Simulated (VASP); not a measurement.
Runs of VASP 6.6.1 on AgB. It takes space group Pm-3m (No. 221, cubic). Conventional cell: a = 2.940 Å, b = 2.940 Å, c = 2.940 Å, α = 90.00°, β = 90.00°, γ = 90.00°. Ag (site symmetry m-3m) is surrounded by 8 B at 2.55 Å. Around B (site symmetry m-3m) lie 8 Ag at 2.55 Å. The cell was built by a generator and needn't be a form met in nature.

```csv
task,level,potentials or basis,cell,cutoff (eV),mesh quality,gap on the mesh (eV),pressure (GPa),relaxed volume (Å³/atom)
relaxation of cell and atoms,PBE,"VASP PAW PBE potentials, release 64 (Ag, B)",relaxed,600,not flagged,none,0.0,12.30
single point,PBE,"VASP PAW PBE potentials, release 64 (Ag, B)","Pm-3m, 12.31 Å³/atom",520,not flagged,none,-0.2,-
relaxation of cell and atoms,LDA,"VASP PAW LDA potentials, release 64 (Ag, B)",relaxed,600,not flagged,none,0.1,(a)
single point,LDA,"VASP PAW LDA potentials, release 64 (Ag, B)","Pm-3m, 11.34 Å³/atom",520,coarse,none,0.2,-
```

Alike in all rows: no spin polarisation; k mesh 6 × 6 × 6; smearing fermi-dirac 0.1 eV.

Problem. Estimate the missing entries.

Solution. (a) 11.35.

Caveats: some runs use coarse meshes.

A k mesh can miss the band edges, and the runs leave out spin-orbit coupling on Ag.

A gap of «none» marks a metal or a gap under the smearing width.
